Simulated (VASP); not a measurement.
Consider the following.

```
Si
1.0
    0.00000     2.70148     2.70148
    2.70148     0.00000     2.70148
    2.70148     2.70148     0.00000
Si
2
Direct
  0.25000   0.25000   0.25000
  0.00000   0.00000   0.00000
```

Calculation: LDA (Ceperley-Alder, Perdew-Zunger), VASP's LDA PAW potentials (set 64) (plane waves; VASP 6.6.1). Run with 400 eV cut-off, 9×9×9 Γ-centred mesh, tetrahedra with Blöchl corrections, potentials Si.

Task: Predict the energy per atom (σ→0).

Result: 
| Item | Value |
|---|---|
| energy per atom (σ→0) | -5.959 eV/atom |

Total energies compare only between runs with the same potentials, cut-off and functional.

The structure comes from a computed database's Si entry (Fd-3m); how it stands against other phases isn't given here. It was relaxed first.
